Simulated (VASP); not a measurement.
A convergence study with VASP on BN (space group F-43m): one setting is varied, all else stays as given below, so the limit is that of these other settings.

```xyz
2
Lattice="0.0000 1.7985 1.7985 1.7985 0.0000 1.7985 1.7985 1.7985 0.0000" Properties=species:S:1:pos:R:3 pbc="T T T"
B      0.0000     0.0000     0.0000
N      0.8992     0.8992     0.8992
```

Level of theory: PBE GGA, VASP's PBE PAW potentials (set 64) (plane waves; VASP 6.6.1). The tightest run used: 600 eV cut-off, 12×12×12 Γ-centred mesh, Gaussian smearing of 0.010 eV, potentials B N.

**Question.** The settings run are ENCUT = 200; ENCUT = 240; ENCUT = 280; ENCUT = 340; ENCUT = 400; ENCUT = 480; ENCUT = 600. From which on does the mean ε∞ stay within 0.1  of the tightest run?

**Answer.** From ENCUT = 240 on: it is off by 0.02 there and by no more than 0.1 in any finer run, while ENCUT = 200 is off by 0.24.
```json
[
 {"setting": "ENCUT = 200", "mean ε∞": "4.83", "highest Γ mode (cm⁻¹)": "1067.3", "plane waves": "80", "difference judged ()": "0.24"},
 {"setting": "ENCUT = 240", "mean ε∞": "4.61", "highest Γ mode (cm⁻¹)": "1135.4", "plane waves": "113", "difference judged ()": "0.02"},
 {"setting": "ENCUT = 280", "mean ε∞": "4.61", "highest Γ mode (cm⁻¹)": "1098.4", "plane waves": "137", "difference judged ()": "0.02"},
 {"setting": "ENCUT = 340", "mean ε∞": "4.61", "highest Γ mode (cm⁻¹)": "1065.9", "plane waves": "174", "difference judged ()": "0.01"},
 {"setting": "ENCUT = 400", "mean ε∞": "4.59", "highest Γ mode (cm⁻¹)": "1061.1", "plane waves": "222", "difference judged ()": "0.00"},
 {"setting": "ENCUT = 480", "mean ε∞": "4.59", "highest Γ mode (cm⁻¹)": "1059.2", "plane waves": "291", "difference judged ()": "0.00"},
 {"setting": "ENCUT = 600", "mean ε∞": "4.59", "highest Γ mode (cm⁻¹)": "1059.0", "plane waves": "399", "difference judged ()": "0.00"}
]
```

Left out are rungs that failed or repeat a setting and relaxations that didn't move; long series are thinned to 24 rows.

The structure is a typed BN crystal (space group no. 216). The cell was not relaxed at this level.
